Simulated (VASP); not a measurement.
Level of theory: r2SCAN meta-GGA, VASP's PBE PAW potentials (set 64) (plane waves; VASP 6.6.1).

A VASP calculation is set up with these files.

**POSCAR**
```
MnS
1
    3.9914232251     0.0000000000    -0.0000000000
   -1.9957116125     3.4566743696     0.0000000000
    0.0000000000     0.0000000000     6.4847724473
Mn S
2 2
Direct
  0.3333330000   0.6666670000   0.9992400349
  0.6666670000   0.3333330000   0.4992400349
  0.3333330000   0.6666670000   0.3757599651
  0.6666670000   0.3333330000   0.8757599651
```

KPOINTS:
```
Automatic mesh
0
Gamma
  7 7 4
```

### INCAR
```
SYSTEM = MnS
PREC = Accurate
ENCUT = 400
EDIFF = 1E-7
NELM = 100
ALGO = Normal
LREAL = .FALSE.
LASPH = .TRUE.
ISMEAR = -5
METAGGA = R2SCAN
LMIXTAU = .TRUE.
LMAXMIX = 4
ISPIN = 2
MAGMOM = 4.5 4.5 0.1 0.1
LORBIT = 11
LWAVE = .FALSE.
LCHARG = .FALSE.
NEDOS = 601
ISIF = 2
LEFG = .TRUE.
```

File KPOINTS_OPT:
```
k-points along high-symmetry lines
6
Line-mode
Reciprocal
  0.000000   0.000000   0.000000 ! GAMMA
  0.500000   0.000000   0.000000 ! M

  0.500000   0.000000   0.000000 ! M
  0.333333   0.333333   0.000000 ! K

  0.333333   0.333333   0.000000 ! K
  0.000000   0.000000   0.000000 ! GAMMA

  0.000000   0.000000   0.000000 ! GAMMA
  0.000000   0.000000   0.500000 ! A

  0.000000   0.000000   0.500000 ! A
  0.500000   0.000000   0.500000 ! L

  0.500000   0.000000   0.500000 ! L
  0.333333   0.333333   0.500000 ! H

  0.333333   0.333333   0.500000 ! H
  0.000000   0.000000   0.500000 ! A

  0.500000   0.000000   0.500000 ! L
  0.500000   0.000000   0.000000 ! M

  0.333333   0.333333   0.500000 ! H
  0.333333   0.333333   0.000000 ! K
```

POTCAR, in this order: Mn_pv S (PBE.64 set). Program: vasp_std.

Output

OSZICAR:
```
       N       E                     dE             d eps       ncg     rms          rms(c)
DAV:   1     0.297370228569E+03    0.29737E+03   -0.19186E+04  3064   0.119E+03
DAV:   2    -0.343617097353E+02   -0.33173E+03   -0.31600E+03  2800   0.354E+02
DAV:   3    -0.581823038552E+02   -0.23821E+02   -0.23440E+02  3124   0.100E+02
DAV:   4    -0.587746230777E+02   -0.59232E+00   -0.59027E+00  3068   0.160E+01
DAV:   5    -0.587866999124E+02   -0.12077E-01   -0.12075E-01  3192   0.257E+00    0.149E+01
DAV:   6    -0.522464312300E+02    0.65403E+01   -0.20702E+01  2984   0.476E+01    0.167E+01
DAV:   7    -0.505170232189E+02    0.17294E+01   -0.20294E+00  2760   0.119E+01    0.109E+01
DAV:   8    -0.491623375846E+02    0.13547E+01   -0.36955E-01  2708   0.593E+00    0.631E+00
DAV:   9    -0.497077497644E+02   -0.54541E+00   -0.47146E-01  2688   0.571E+00    0.146E+00
DAV:  10    -0.497191744453E+02   -0.11425E-01   -0.36574E-02  3068   0.212E+00    0.408E-01
DAV:  11    -0.497870651926E+02   -0.67891E-01   -0.40586E-02  2732   0.131E+00    0.185E-01
DAV:  12    -0.497894444624E+02   -0.23793E-02   -0.21936E-03  2948   0.354E-01    0.150E-01
DAV:  13    -0.497895915726E+02   -0.14711E-03   -0.78824E-04  2948   0.154E-01    0.977E-02
DAV:  14    -0.497898355528E+02   -0.24398E-03   -0.52680E-04  2812   0.145E-01    0.954E-02
DAV:  15    -0.497898765732E+02   -0.41020E-04   -0.17900E-05  3104   0.315E-02    0.913E-02
DAV:  16    -0.497896647161E+02    0.21186E-03   -0.40926E-05  2768   0.482E-02    0.354E-02
DAV:  17    -0.497900378068E+02   -0.37309E-03   -0.22855E-04  2724   0.102E-01    0.474E-02
DAV:  18    -0.497900398978E+02   -0.20911E-05   -0.50799E-06  3116   0.168E-02    0.235E-02
DAV:  19    -0.497900408590E+02   -0.96120E-06   -0.28390E-07  2836   0.329E-03    0.172E-02
DAV:  20    -0.497900392120E+02    0.16470E-05   -0.97771E-08  1824   0.190E-03    0.921E-03
DAV:  21    -0.497900382524E+02    0.95968E-06   -0.20116E-07  2220   0.328E-03    0.129E-03
DAV:  22    -0.497900386806E+02   -0.42821E-06   -0.24967E-08  1512   0.116E-03    0.623E-04
DAV:  23    -0.497900388329E+02   -0.15234E-06   -0.33584E-09  1444   0.472E-04    0.233E-04
DAV:  24    -0.497900390545E+02   -0.22159E-06   -0.32184E-09  1440   0.366E-04    0.150E-04
DAV:  25    -0.497900389694E+02    0.85075E-07   -0.58035E-10  1440   0.161E-04
   1 F= -.49790039E+02 E0= -.49790039E+02  d E =0.000000E+00  mag=    10.0000
       N       E                     dE             ncg
       N       E                     dE             ncg
       N       E                     dE             ncg
```

**OUTCAR**
```
------------------------ aborting loop because EDIFF is reached ----------------------------------------
  FORCE on cell =-STRESS in cart. coord.  units (eV):
  Direction    XX          YY          ZZ          XY          YZ          ZX
  --------------------------------------------------------------------------------------
  Total        0.0415204      0.0415204     -0.0286676      0.0000000      0.0000000      0.0000000
  in kB        0.7435166      0.7435168     -0.5133589      0.0000000      0.0000000      0.0000000
  external PRESSURE =       0.3245582 kB  Pullay stress =       0.0000000 kB
  volume of cell :       89.47
      direct lattice vectors                 reciprocal lattice vectors
     3.991423225  0.000000000  0.000000000     0.250537200  0.144647701  0.000000000
    -1.995711613  3.456674370  0.000000000     0.000000000  0.289295402  0.000000000
     0.000000000  0.000000000  6.484772447     0.000000000  0.000000000  0.154207416
 POSITION                                       TOTAL-FORCE (eV/Angst)
 -----------------------------------------------------------------------------------
     -0.00000      2.30445      6.47984         0.000000     -0.000000     -0.018507
      1.99571      1.15222      3.23746        -0.000000      0.000000     -0.018507
     -0.00000      2.30445      2.43672        -0.000000     -0.000000      0.018507
      1.99571      1.15222      5.67910         0.000000     -0.000000      0.018507
 -----------------------------------------------------------------------------------
    total drift:                               -0.001990      0.001151     -0.014827
  FREE ENERGIE OF THE ION-ELECTRON SYSTEM (eV)
  ---------------------------------------------------
  free  energy   TOTEN  =       -49.7900389694 eV

  energy  without entropy=      -49.7900389694  energy(sigma->0) =      -49.79003897

 total charge

# of ion       s       p       d       tot
------------------------------------------
    1        0.266   6.204   4.874  11.344
    2        0.266   6.204   4.874  11.344
    3        1.301   2.490   0.000   3.791
    4        1.301   2.490   0.000   3.791
--------------------------------------------------
tot          3.136  17.387   9.747  30.270

 magnetization (x)

# of ion       s       p       d       tot
------------------------------------------
    1        0.047   0.062   4.363   4.473
    2        0.047   0.062   4.363   4.473
    3        0.013   0.061   0.000   0.074
    4        0.013   0.061   0.000   0.074
--------------------------------------------------
tot          0.121   0.247   8.727   9.095

 Electric field gradients after diagonalization (V/A^2)
 (convention: |V_zz| > |V_xx| > |V_yy|)
----------------------------------------------------------------------
 ion       V_xx      V_yy      V_zz     asymmetry (V_yy - V_xx)/ V_zz
----------------------------------------------------------------------
   1      -0.591    -0.585     1.176       0.006
   2      -0.592    -0.584     1.176       0.006
   3      -0.627    -0.627     1.255       0.000
   4      -0.628    -0.627     1.255       0.000
```
(Selected blocks of OUTCAR.)

The moments were started parallel, and other spin orders were not tried in this run.

The structure was generated: MnS was put into the wurtzite type (P6_3mc), which need not be its known phase. It was relaxed first.
